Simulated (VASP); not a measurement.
Output of a VASP run:

**OUTCAR**
```
 ion  position               nearest neighbor table
   1  0.667  0.333  0.500-   2 2.27   3 2.27   2 2.27   3 2.27   2 2.27   3 2.27
   2  0.333  0.667  0.415-   1 2.27   1 2.27   1 2.27
   3  0.333  0.667  0.585-   1 2.27   1 2.27   1 2.27
  LATTYP: Found a hexagonal cell.
 ALAT       =     3.0448080000
 C/A-ratio  =     5.5429097664
 Subroutine PRICEL returns:
 Original cell was already a primitive cell.
 Subroutine GETGRP returns: Found 12 space group operations
The static configuration has the point symmetry D_3h.
The dynamic configuration has the point symmetry D_3h.
 Subroutine INISYM returns: Found 12 space group operations
 Subroutine IBZKPT returns following result:
 Found      7 irreducible k-points:

 Following reciprocal coordinates:
            Coordinates               Weight
  0.000000  0.000000  0.000000      1.000000
  0.166667  0.000000  0.000000      6.000000
  0.333333  0.000000  0.000000      6.000000
  0.500000  0.000000  0.000000      3.000000
  0.166667  0.166667  0.000000      6.000000
  0.333333  0.166667  0.000000     12.000000
  0.333333  0.333333  0.000000      2.000000
   k-points           NKPTS =      7   k-points in BZ     NKDIM =      7   number of bands    NBANDS=     11
   number of dos      NEDOS =    301   number of ions     NIONS =      3
   total plane-waves  NPLWV =  31104
   dimension x,y,z NGX =    18 NGY =   18 NGZ =   96
   dimension x,y,z NGXF=    36 NGYF=   36 NGZF=  192
   ions per type =               1   2
   PREC   = accura    normal or accurate (medium, high low for compatibility)
   ISTART =      0    job   : 0-new  1-cont  2-samecut
   ICHARG =      2    charge: 1-file 2-atom 10-const
   ISPIN  =      1    spin polarized calculation?
   LNONCOLLINEAR =      F non collinear calculations
   LSORBIT =      F    spin-orbit coupling
   INIWAV =      1    electr: 0-lowe 1-rand  2-diag
   ENCUT  =  300.0 eV  22.05 Ry    4.70 a.u.   4.30  4.30 23.83*2*pi/ulx,y,z
   NELM   =    100;   NELMIN=  2; NELMDL= -5     # of ELM steps
   EDIFF  = 0.1E-05   stopping-criterion for ELM
   LREAL  =      F    real-space projection
   NLSPLINE    = F    spline interpolate recip. space projectors
   LMAXMIX     =    4 max onsite mixed and CHGCAR
   VOSKOWN=      0    Vosko Wilk Nusair interpolation
   EDIFFG = 0.1E-04   stopping-criterion for IOM
   NSW    =      0    number of steps for IOM
   NBLOCK =      1;   KBLOCK =      1    inner block; outer block
   IBRION =     -1    ionic relax: 0-MD 1-quasi-New 2-CG
   NFREE  =      0    steps in history (QN), initial steepest desc. (CG)
   ISIF   =      2    stress and relaxation
   ISYM   =      2    0-nonsym 1-usesym 2-fastsym
   TEIN   =    0.0    initial temperature
   TEBEG  =    0.0;   TEEND  =   0.0 temperature during run
   SMASS  =  -3.00    Nose mass-parameter (am)
   PSTRESS=    0.0 pullay stress
   NELECT =      14.0000    total number of electrons
   EFERMI =   0.00;   METHOD = LEGACY
   ISMEAR =    -1;   SIGMA  =   0.10  broadening in eV -4-tet -1-fermi 0-gaus
   IALGO  =     38    algorithm
   LDIAG  =      T    sub-space diagonalisation (order eigenvalues)
   IMIX   =      4    mixing-type and parameters
     AMIX     =   0.40;   BMIX     =  1.00
     AMIX_MAG =   1.60;   BMIX_MAG =  1.00
     AMIN     =   0.10
   GGA     = PE    functional components
   VOSKOWN =     0    Vosko Wilk Nusair interpolation
   LHFCALC =     F    Hartree Fock is set to
   LHFONE  =     F    Hartree Fock one center treatment
   AEXX    =    0.0000 exact exchange contribution
   IVDW    =     0    specifies the selected vdW correction
   LEPSILON=     F    determine dielectric tensor
   LRPA    =     F    only Hartree local field effects (RPA)
  energy-cutoff  :      300.00
  volume of cell :      135.50
      direct lattice vectors                 reciprocal lattice vectors
     3.044808000  0.000000000  0.000000000     0.328427934  0.189617837  0.000000000
    -1.522403000  2.636881000  0.000000000     0.000000000  0.379235923  0.000000000
     0.000000000  0.000000000 16.877096000     0.000000000  0.000000000  0.059251900
 k-point     1 :   0.0000 0.0000 0.0000  plane waves:    1625
...
```

**OSZICAR**
```
       N       E                     dE             d eps       ncg     rms          rms(c)
DAV:   1     0.317507836579E+02    0.31751E+02   -0.59599E+03   221   0.657E+02
DAV:   2    -0.115000346910E+02   -0.43251E+02   -0.42512E+02   216   0.178E+02
DAV:   3    -0.161877678658E+02   -0.46877E+01   -0.46432E+01   286   0.362E+01
DAV:   4    -0.162888077074E+02   -0.10104E+00   -0.10092E+00   194   0.627E+00
DAV:   5    -0.162917162745E+02   -0.29086E-02   -0.29077E-02   235   0.860E-01    0.119E+01
DAV:   6    -0.153710946055E+02    0.92062E+00   -0.13153E+00   175   0.969E+00    0.473E+00
DAV:   7    -0.151773624238E+02    0.19373E+00   -0.61324E-01   186   0.602E+00    0.898E-01
DAV:   8    -0.151581516185E+02    0.19211E-01   -0.76997E-02   189   0.209E+00    0.223E-01
DAV:   9    -0.151559184377E+02    0.22332E-02   -0.30357E-03   187   0.403E-01    0.108E-01
DAV:  10    -0.151544147378E+02    0.15037E-02   -0.15147E-03   184   0.246E-01    0.640E-02
DAV:  11    -0.151541844338E+02    0.23030E-03   -0.48159E-04   224   0.126E-01    0.489E-02
DAV:  12    -0.151542376714E+02   -0.53238E-04   -0.56179E-04   189   0.131E-01    0.193E-02
DAV:  13    -0.151544827738E+02   -0.24510E-03   -0.12924E-04   178   0.665E-02    0.151E-02
DAV:  14    -0.151545304953E+02   -0.47722E-04   -0.12273E-05   219   0.182E-02    0.670E-03
DAV:  15    -0.151547642076E+02   -0.23371E-03   -0.23270E-05   163   0.194E-02    0.359E-03
DAV:  16    -0.151548884785E+02   -0.12427E-03   -0.18449E-05   215   0.146E-02    0.447E-03
DAV:  17    -0.151549356194E+02   -0.47141E-04   -0.53613E-06   210   0.975E-03    0.145E-03
DAV:  18    -0.151549471608E+02   -0.11541E-04   -0.74962E-07   170   0.299E-03    0.769E-04
DAV:  19    -0.151549505818E+02   -0.34211E-05   -0.19637E-07   132   0.185E-03    0.136E-04
DAV:  20    -0.151549519711E+02   -0.13892E-05   -0.18853E-07   129   0.126E-03    0.608E-05
DAV:  21    -0.151549519946E+02   -0.23484E-07   -0.10820E-08    95   0.382E-04
   1 F= -.15154952E+02 E0= -.15141988E+02  d E =-.259288E-01
```

File OUTCAR:
```
------------------------ aborting loop because EDIFF is reached ----------------------------------------
  FORCE on cell =-STRESS in cart. coord.  units (eV):
  Direction    XX          YY          ZZ          XY          YZ          ZX
  --------------------------------------------------------------------------------------
  Total       -0.8843846     -0.8843846     -2.7581739     -0.0000003      0.0000000      0.0000000
  in kB      -10.4569154    -10.4569148    -32.6124975     -0.0000040      0.0000000      0.0000000
  external PRESSURE =     -17.8421092 kB  Pullay stress =       0.0000000 kB
  volume of cell :      135.50
      direct lattice vectors                 reciprocal lattice vectors
     3.044808000  0.000000000  0.000000000     0.328427934  0.189617837  0.000000000
    -1.522403000  2.636881000  0.000000000     0.000000000  0.379235923  0.000000000
     0.000000000  0.000000000 16.877096000     0.000000000  0.000000000  0.059251900
 POSITION                                       TOTAL-FORCE (eV/Angst)
 -----------------------------------------------------------------------------------
      1.52241      0.87896      8.43855         0.000000     -0.000000      0.000000
     -0.00000      1.75792      6.99999        -0.000000      0.000000      0.806991
     -0.00000      1.75792      9.87710        -0.000000     -0.000000     -0.806991
 -----------------------------------------------------------------------------------
    total drift:                               -0.002421      0.001396      0.000000
  FREE ENERGIE OF THE ION-ELECTRON SYSTEM (eV)
  ---------------------------------------------------
  free  energy   TOTEN  =       -15.1549519946 eV

  energy  without entropy=      -15.1290232172  energy(sigma->0) =      -15.14198761
```
(Selected blocks of OUTCAR.)

**POSCAR**
```
ZrH2
1
    3.0448080000     0.0000000000     0.0000000000
   -1.5224030000     2.6368810000     0.0000000000
    0.0000000000     0.0000000000    16.8770960000
Zr H
1 2
Direct
  0.6666670000   0.3333330000   0.5000000000
  0.3333330000   0.6666670000   0.4147630000
  0.3333330000   0.6666670000   0.5852370000
```

**Question.** Write an INCAR and KPOINTS that could have produced this output.

**Answer.** One answer among several that fit: the input of the run itself, PBE GGA, plane waves, VASP's PBE PAW potentials (set 64).

KPOINTS:
```
Regular mesh
0
Gamma
  6 6 1
0 0 0
```

INCAR:
```
# general
SYSTEM  = ZrH2
PREC    = Accurate
ENCUT   = 300
LREAL   = .FALSE.
LASPH   = .TRUE.

# electronic loop
EDIFF   = 1E-6
NELM    = 100
ALGO    = Normal
LMAXMIX = 4

# smearing
ISMEAR  = -1
SIGMA   = 0.1

# functional
GGA     = PE

# ions
ISIF    = 2

# output
LWAVE   = .FALSE.
LCHARG  = .FALSE.
```

POTCAR, in this order: Zr_sv H (PBE.64 set). Program: vasp_std.

At this cut-off the stress carries a Pulay error, which pulls relaxed volumes low. The cell holds a wide vacuum, so values per volume refer to the whole cell.

The cell is a sheet with vacuum, built from a generated structure.
